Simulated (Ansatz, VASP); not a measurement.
# Co2S3 (Co2S3 (R-3c)): VASP beside Ansatz

Aim: how closely do two programs agree when they are given the same cell, functional and k mesh? The cell is taken from a series of runs on this material, whose earlier steps may have relaxed, scaled, displaced or heated it; both programs get it as it stands.

Method: plane waves, with VASP 6.6.1 beside it; relaxation of cell and atoms at r2SCAN, in Ansatz 0.2.0.

### Step 1. The starting structure

The structure is trigonal, space group R-3c (No. 167). Conventional cell: a = 5.667 Å, b = 5.667 Å, c = 15.029 Å, α = 90.00°, β = 90.00°, γ = 120.00°. Nearest to Co lie 6 S at 2.22 to 2.28 Å. Nearest to S lie 4 Co at 2.22 to 2.28 Å. Farther neighbours and most contacts between anions are not listed.

### Step 2. Ansatz: relaxation of cell and atoms, r2SCAN

Ansatz runs on its PAW soft_1 files.

The relaxed volume is the usual yardstick between codes: in a stiff, nearly cubic crystal its relative difference is about their pressure difference at one cell divided by the bulk modulus.

input.yaml reads:

```yaml
crystal:
  lattice:
    - [2.8333518, 1.6358364, 5.0096516]
    - [-2.8333518, 1.6358364, 5.0096516]
    - [0.0, -3.2716728, 5.0096516]
  atoms:
    - { symbol: Co, position: [0.34939174, 0.34939174, 0.34939174] }
    - { symbol: Co, position: [0.15060826, 0.15060826, 0.15060826] }
    - { symbol: Co, position: [0.84939174, 0.84939174, 0.84939174] }
    - { symbol: Co, position: [0.65060826, 0.65060826, 0.65060826] }
    - { symbol: S, position: [0.44711834, 0.75, 0.05288166] }
    - { symbol: S, position: [0.75, 0.05288166, 0.44711834] }
    - { symbol: S, position: [0.05288166, 0.44711834, 0.75] }
    - { symbol: S, position: [0.94711834, 0.55288166, 0.25] }
    - { symbol: S, position: [0.25, 0.94711834, 0.55288166] }
    - { symbol: S, position: [0.55288166, 0.25, 0.94711834] }
basis:
  ecutwfc: 500
  xc_grid: 2
hamiltonian:
  xc: r2scan
  pseudopotentials: { kind: paw, azcp: { folder: soft_1 } }
kpoints:
  mp_grid: { grid: [8, 8, 8] }
scf:
  occupations: { method: fermi_dirac, width: 0.05 }
  max_iter: 150
output:
  forces: true
  stress: true
relax:
  f_tol: 0.01
  max_steps: 60
  cell: {}
checkpoint:
  write: "../r2scan.run"
  compress: false
  write_wavefunctions: false
  write_every: 100000
```

Launch:

```bash
> ansatz run input.yaml --threads 4 --pin off --max-ram 6594MiB --backend cpu --events-out ev --progress --plain --runs-dir out
```

Numbers of over 12 decimals in the logs are rounded to 6 here.

Log:

```text
Engine: ansatz 0.2.0, aarch64-unknown-linux-gnu
Pseudopotentials: kind: paw
Pseudopotential: Co, paw, valence charge 17, recommended cutoff 500 eV (meta_gga), soft_1/Co.paw.azcp
Pseudopotential: S, paw, valence charge 6, recommended cutoff 500 eV (meta_gga), soft_1/S.paw.azcp
Functional definition: r2SCAN
  parameter k0 = 0.174
  parameter k1 = 0.065
  parameter a1 = 4.9479
  exchange = r2scan_x(k0 = k0, k1 = k1, a1 = a1)
  correlation = r2scan_c
Crystal: 10 atoms, lattice volume = 139.315 Å³
Basis set: ecut = 500 eV, 3559 PW (Γ), exchange–correlation on 90×90×90 points (8 copies of the dense FFT grid, shifted against one another)
Bands: 63, of which v1, the nominal top of the filled ones, is band 52 counted from 1 (51 counted from 0)
Symmetry: 12 space group operations
Space group: R-3c (ITA 167), of the structure as read, at distance tolerance 5.2e-5 Å
k-points: 65 of 512
Non-local potential: Co, projectors of the file, l = 0: 3, l = 1: 2, l = 2: 3, l = 3: 1
Non-local potential: S, projectors of the file, l = 0: 2, l = 1: 2, l = 2: 1
PAW form: soft (Blöchl's): semilocal exchange-correlation on the pseudo side does not see the compensation charge
PAW frozen core: Co, regenerated for the run's functional (the file was generated under x = pbe(κ = 0.804, μ = 0.219515), c = pbe(β = 0.066725))
PAW frozen core: S, regenerated for the run's functional (the file was generated under x = pbe(κ = 0.804, μ = 0.219515), c = pbe(β = 0.066725))
PAW one-centre angular grid: Co, 590 points (default); XC on 160 Gauss nodes
PAW one-centre angular grid: S, 302 points (default); XC on 160 Gauss nodes
Initial density: superposition of atomic densities (chi_scale 0.1, normalization cell, long waves kept (reshape's long-wave potential 0.00 eV rms))
Initial wavefunctions: pseudopotential atomic-orbital guess
Functional: x = r2scan, c = r2scan; τ floored in thin density (d = 2e-4 eV/Å³)
SCF iter   1: F=—  HF=-25977.493744 eV  |F-HF|=—  |Δ(HF+E_count)|=         —  Δρ=3.13e-1  dr2=1.23e2  dr2_τ=1.37e0  ethr=3.10e-3  ⟨swp⟩=8.9  Hψ=18302  notcnv=0  defer=33
preconditioner: auto → Kerker (q_TF=auto, 2.599 Å⁻¹)  [metal: Δε(μ)=0.004 eV  Ē_g=8.317 eV  σ=0.050 eV  W_gap=0.02  n_scr=52 (ndim 8)  ℏωp=26.7 eV  f_vac=0.000  D(μ)=5.76/eV (n_scr^D=58)]
SCF iter   2: F=—  HF=-25981.818941 eV  |F-HF|=—  |Δ(HF+E_count)|=    4.33e0  Δρ=3.51e-1  dr2=1.08e2  dr2_τ=2.68e0  ethr=3.10e-3  ⟨swp⟩=4.0  Hψ=11637  notcnv=0  defer=181
preconditioner: auto → Resta (q_TF=auto, 2.599 Å⁻¹)  ε∞=10.4  [insulator: Δε(μ)=0.617 eV  Ē_g=8.702 eV  σ=0.050 eV  W_gap=0.99  n_scr=52 (ndim 8)  ℏωp=26.7 eV  f_vac=0.000  D(μ)=0.02/eV (n_scr^D=0)  ε∞_Penn≈10.4]
SCF iter   3: F=—  HF=-25966.298750 eV  |F-HF|=—  |Δ(HF+E_count)|=    1.55e1  Δρ=8.13e-2  dr2=3.99e0  dr2_τ=1.81e-1  ethr=3.10e-3  ⟨swp⟩=4.0  Hψ=10683  notcnv=0  defer=127
SCF iter   4: F=—  HF=-25966.466021 eV  |F-HF|=—  |Δ(HF+E_count)|=   1.67e-1  Δρ=5.52e-2  dr2=3.40e0  dr2_τ=5.74e-2  ethr=3.10e-3  ⟨swp⟩=3.0  Hψ=8782  notcnv=0  defer=127
automatic band count: iteration 4 solves 62 bands in place of 63: the levels show a gap, and the empty bands left out lie too high to hold charge; the band table lists the bands solved (type scf.n_extra_bands for more)
SCF iter   5: F=—  HF=-25966.042495 eV  |F-HF|=—  |Δ(HF+E_count)|=   4.24e-1  Δρ=6.60e-3  dr2=4.62e-2  dr2_τ=3.40e-3  ethr=3.10e-3  ⟨swp⟩=7.2  Hψ=10609  notcnv=0  defer=12
automatic band count: iteration 5 solves 63 bands in place of 62: the levels no longer show a gap clear of their residuals, so the SCF keeps every band
SCF iter   6: F=—  HF=-25966.047436 eV  |F-HF|=—  |Δ(HF+E_count)|=   4.94e-3  Δρ=1.74e-3  dr2=7.01e-3  dr2_τ=1.10e-4  ethr=4.44e-5  ⟨swp⟩=2.0  Hψ=6917  notcnv=0  defer=194
SCF iter   7: F=—  HF=-25966.047904 eV  |F-HF|=—  |Δ(HF+E_count)|=   4.68e-4  Δρ=6.50e-4  dr2=9.71e-4  dr2_τ=9.78e-6  ethr=6.74e-6  ⟨swp⟩=2.6  Hψ=6012  notcnv=0  defer=194
SCF iter   8: F=—  HF=-25966.047973 eV  |F-HF|=—  |Δ(HF+E_count)|=   6.86e-5  Δρ=2.07e-4  dr2=5.06e-5  dr2_τ=9.60e-7  ethr=9.34e-7  ⟨swp⟩=2.4  Hψ=5924  notcnv=0  defer=194
SCF iter   9: F=—  HF=-25966.047999 eV  |F-HF|=—  |Δ(HF+E_count)|=   2.61e-5  Δρ=8.87e-5  dr2=8.36e-6  dr2_τ=7.24e-8  ethr=4.86e-8  ⟨swp⟩=2.4  Hψ=6403  notcnv=0  defer=194
SCF iter  10: F=-25966.047999 eV  HF=-25966.047999 eV  |F-HF|=2.73e-8  |Δ(HF+E_count)|=   5.38e-7  Δρ=6.86e-6  dr2=5.96e-8  dr2_τ=2.74e-9  ethr=9.62e-11  ⟨swp⟩=5.0  Hψ=20591  notcnv=0
SCF 1 converged in 10 iterations: F = -25966.047999 eV  dr2 = 5.96e-8
  greatest PAW one-centre occupation: 1.000 electrons in one spin orbital (limit 2), on the Co atom at site 3 (counted from 0), in its partial waves of l = 1
relax step   1: F+E_penalty+E_count = -25966.04799851 eV  Δ(F+E_penalty+E_count) = +0.000e0 eV  max|allowed force component| = 3.782e-2 eV/Å  Δτ_max = 0.0000 Å  P = +0.049 GPa  Ω = 139.315 Å³  (10 SCF iters, dr2 threshold 1.00e-7 eV, accepted)
[...]
relax step   2: F+E_penalty+E_count = -25966.04840654 eV  Δ(F+E_penalty+E_count) = -4.080e-4 eV  max|allowed force component| = 7.695e-3 eV/Å  Δτ_max = 0.0036 Å  P = +0.026 GPa  Ω = 139.380 Å³  energy of the carried Pulay correction = -2.725e-5 eV  (8 SCF iters, dr2 threshold 1.14e-7 eV, accepted)
[...]
relax step   3: F+E_penalty+E_count = -25966.04842177 eV  Δ(F+E_penalty+E_count) = -1.523e-5 eV  max|allowed force component| = 4.379e-3 eV/Å  Δτ_max = 0.0004 Å  P = +0.006 GPa  Ω = 139.399 Å³  energy of the carried Pulay correction = -3.522e-5 eV  (6 SCF iters, dr2 threshold 6.77e-9 eV, accepted)
[...]
relax step   4: F+E_penalty+E_count = -25966.04845658 eV  Δ(F+E_penalty+E_count) = -3.481e-5 eV  max|allowed force component| = 4.427e-3 eV/Å  Δτ_max = 0.0000 Å  P = +0.006 GPa  Ω = 139.399 Å³  stress off target by 1.26e-2 GPa  SCF on the basis re-selected at this cell (its energy is not comparable with the rows above)  (6 SCF iters)
basis re-selected at this cell: Δ(F+E_penalty+E_count) = -3.481e-5 eV, ΔP = +0.000 GPa vs the last step (what re-selecting the basis moved, of the pressure what is left beyond the Pulay correction that the steps carried, after the strain that the cell walked since its last selection, with what the two solves' SCF thresholds leave and, on support functions, any second-order correction that the steps lacked; it is no m [...]
SCF converged after 6 iterations
Free energy (F): -25966.048457 eV
Harris-Foulkes:  -25966.048457 eV  (|F-HF|=7.28e-12)
Internal energy: -25966.045592 eV  (E = F + TS)
E sigma→0 (E₀):  -25966.047024 eV
Entropy (-TS):   -0.002864 eV (-0.286 meV/atom)
Fermi energy:    11.892151 eV
--- Per-component energies (eV) ---
  E_band       = -1390.332004
  E_kinetic    = 1817.853708
  E_local      = -15624.495561  (includes V_loc(G=0)·N_el)
  E_nonlocal   = 1957.231994
  E_hartree    = 6926.473852
  E_xc         = -855.170382
  E_vxc        = -1054.510025  (∫ρ·V_xc dr)
  E_paw        = -10046.287247  (= ΣΔE_a)
  E_vpaw       = -2401.859498  (= ΣTr[D̂ρ^β])
  E_aug_tail   = -0.000305  (compensation charges beyond the density's cutoff)
  E_vtau       = 62.500370  (kinetic-family band-sum trace: ∫τ·v_τ [+ j·A + Jᵃ·Aᵃ] dr)
  E_ewald      = -10139.812231
  E_core_change = -1.839422  (= ΣΔE_core)
  E_smearing   = -0.002864  (= −TS)
  E_closure    = 0.000000  (closes the sum)
  Σ components = -25966.048457   (vs F -25966.048457, Δ=0.00e0)
--- Forces (eV/Å), atoms counted from 1 ---
  atom   1  Co     0.00000000     0.00000000    -0.00442703
  atom   2  Co    -0.00000000    -0.00000000     0.00442703
  atom   3  Co     0.00000000     0.00000000    -0.00442703
  atom   4  Co     0.00000000    -0.00000000     0.00442703
  atom   5  S      0.00175432     0.00303856    -0.00000000
  atom   6  S      0.00175432    -0.00303856     0.00000000
  atom   7  S     -0.00350863    -0.00000000    -0.00000000
  atom   8  S      0.00350863     0.00000000     0.00000000
  atom   9  S     -0.00175432     0.00303856    -0.00000000
  atom  10  S     -0.00175432    -0.00303856     0.00000000
  max |Σ_I F_I| component: 1.84e-17 eV/Å
--- Stress (GPa, compression-positive) ---
        0.012582      -0.000000      -0.000000
       -0.000000       0.012582       0.000000
       -0.000000       0.000000      -0.006537
  P = ⅓ Tr σ = 0.0062 GPa (0.062 kbar)
--- Relaxed structure (3 steps of the walk, 3 accepted, 1 SCFs on fresh bases) ---
  F+E_penalty+E_count = -25966.04845658 eV   max|allowed force component| = 4.427e-3 eV/Å   (the final SCF, on the basis selected at the relaxed cell)
  cell:  # Å, volume = 139.3989 Å³
    - [2.831410, 1.634715, 5.019532]
    - [-2.831410, 1.634715, 5.019532]
    - [0, -3.269430, 5.019532]
  atoms:
    - { symbol: Co, position: [0.349171, 0.349171, 0.349171] }
    - { symbol: Co, position: [0.150829, 0.150829, 0.150829] }
    - { symbol: Co, position: [0.849171, 0.849171, 0.849171] }
    - { symbol: Co, position: [0.650829, 0.650829, 0.650829] }
    - { symbol: S, position: [0.446915, 0.75, 0.053085] }
    - { symbol: S, position: [0.75, 0.053085, 0.446915] }
    - { symbol: S, position: [0.053085, 0.446915, 0.750000] }
    - { symbol: S, position: [0.946915, 0.553085, 0.25] }
    - { symbol: S, position: [0.25, 0.946915, 0.553085] }
    - { symbol: S, position: [0.553085, 0.250000, 0.946915] }
```

(Continued in part 2 of 2.)

[Lines on the potential files, build, host, timing and source positions are cut from VASP's logs without a mark.]

[Logs are printed without paths, hosts, clocks, repeated set-up lines and the standing remarks that a program may print on its own settings, such as how far it seeks lower states.]

[Hosts, paths, dates, database ids (printed as entryN), source tags and the programs' standing remarks are cut or masked in the printed files.]
